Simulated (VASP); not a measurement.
Given:

```
CELL_PARAMETERS angstrom
      2.80717     0.00000     0.00000
      0.00000     2.80717     0.00000
      0.00000     0.00000     2.80717
ATOMIC_POSITIONS crystal
  Cr 0.00000 0.00000 0.00000
  Cr 0.50000 0.50000 0.50000
```

Level of theory: PBEsol GGA, VASP's PBE PAW potentials (set 64) (plane waves; VASP 6.6.1). Run with 400 eV cut-off, Gaussian smearing of 0.050 eV, potentials Cr_pv.

**Question.** Give the energies of bands 7 to 15 at the high-symmetry points, in eV from the Fermi level.

**Answer.** 
| band | Γ | X | M | R |
|---|---|---|---|---|
| 7 | -8.03 | -4.05 | -4.67 | -2.43 |
| 8 | -4.61 | -4.05 | -4.67 | -2.43 |
| 9 | -4.61 | -1.97 | -2.61 | -2.43 |
| 10 | -0.96 | -1.97 | -2.61 | -2.43 |
| 11 | -0.96 | -0.42 | 1.21 | -2.43 |
| 12 | -0.96 | -0.42 | 1.21 | -2.43 |
| 13 | 1.19 | -0.42 | 1.23 | 1.62 |
| 14 | 1.19 | -0.42 | 1.23 | 1.62 |
| 15 | 2.63 | 0.73 | 1.56 | 1.62 |

It has no gap at this level: it comes out as a metal or semimetal.

The compound is Cr in the bcc, AFM order structure. It was relaxed first, which changed the volume by -7 %. The run is not spin-polarised, so no magnetic state was tried.
